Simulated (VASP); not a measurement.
An input for Quantum ESPRESSO's pw.x (written as the equivalent of a VASP run, and not itself run):

```
&CONTROL
  calculation = 'scf'
  pseudo_dir = './pseudo'
  outdir = './out'
  tprnfor = .true.
  tstress = .true.
/
&SYSTEM
  ibrav = 0
  nat = 2
  ntyp = 2
  ecutwfc = 82
  occupations = 'smearing'
  smearing = 'gaussian'
  degauss = 0.003675
  input_dft = 'pbe'
/
&ELECTRONS
  conv_thr = 7.3e-08
  electron_maxstep = 100
/
ATOMIC_SPECIES
  Ag 107.868 Ag.upf
  Cl 35.450 Cl.upf
CELL_PARAMETERS angstrom
     0.0000000    2.7750000    2.7750000
     2.7750000    0.0000000    2.7750000
     2.7750000    2.7750000    0.0000000
ATOMIC_POSITIONS crystal
  Ag   0.0000000  0.0000000  0.0000000
  Cl   0.5000000  0.5000000  0.5000000
K_POINTS automatic
  8 8 8 0 0 0
```

Write the VASP files for the same calculation (PBE).

Several could match; the one computed here: 
KPOINTS:
```
Automatic mesh
0
Gamma
8 8 8
0 0 0
```

POSCAR:
```
AgCl
1
    0.0000000000     2.7750000000     2.7750000000
    2.7750000000     0.0000000000     2.7750000000
    2.7750000000     2.7750000000     0.0000000000
Ag Cl
1 1
Direct
  0.0000000000   0.0000000000   0.0000000000
  0.5000000000   0.5000000000   0.5000000000
```

### INCAR
```
SYSTEM=AgCl
PREC=Accurate; ENCUT=400; LREAL=.FALSE.
LASPH=.TRUE.; NBANDS=11
EDIFF=1E-6; NELM=100; ALGO=Normal
LMAXMIX=4
ISMEAR=0; SIGMA=0.05
GGA=PE
ISIF=2
LWAVE=.FALSE.; LCHARG=.FALSE.
```

POTCAR, in this order: Ag Cl (PBE.64 set). Program: vasp_std.

The two are equivalent in intent, not identical: the potentials are each code's own (VASP's PAW set, PseudoDojo norm-conserving files in pw.x), so ENCUT and ecutwfc are chosen apart and not converted; conv_thr bounds pw.x's estimated SCF error, while EDIFF bounds the energy change between steps; the number of bands isn't carried over, since the valence differs with the files.

The compound is AgCl in the rock salt structure. The cell was not relaxed at this level. The run is one of a series of settings (NBANDS = 11 against the base run), some of them coarse on purpose.
